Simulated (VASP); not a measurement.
The system is C.

```
C
1.0
     2.46100    0.00000    0.00000
    -1.23050    2.13129    0.00000
     0.00000    0.00000    6.17136
C
4
Direct
  0.00000 0.00000 0.25000
  0.33333 0.66667 0.25000
  0.00000 0.00000 0.75000
  0.66667 0.33333 0.75000
```

The cell was built by a generator and needn't be a form met in nature.

Base run:

- Program: VASP 6.6.1
- Functional: r2SCAN
- Potentials or basis: VASP PAW PBE potentials, release 64 (C)
- Cutoff: 520 eV
- k mesh: 16 × 16 × 4
- Occupations: fermi-dirac, width 0.05 eV
- Spin: no spin polarisation

Its results: band gap on the k mesh 0.31 eV, direct; pressure 0.7 GPa.

Task: The run is repeated on the same cell with these changes: dispersion from none to rVV10. What comes out?

Result: Band gap on the k mesh 0.30 eV, direct; pressure 0.0 GPa.

Dispersion adds attraction, which lowers the pressure at fixed volume.

Caveats: the PAW data sets were made with another functional, which shifts forces and pressure a little.

A k mesh can miss the band edges.

Not every run made on this cell is shown here.
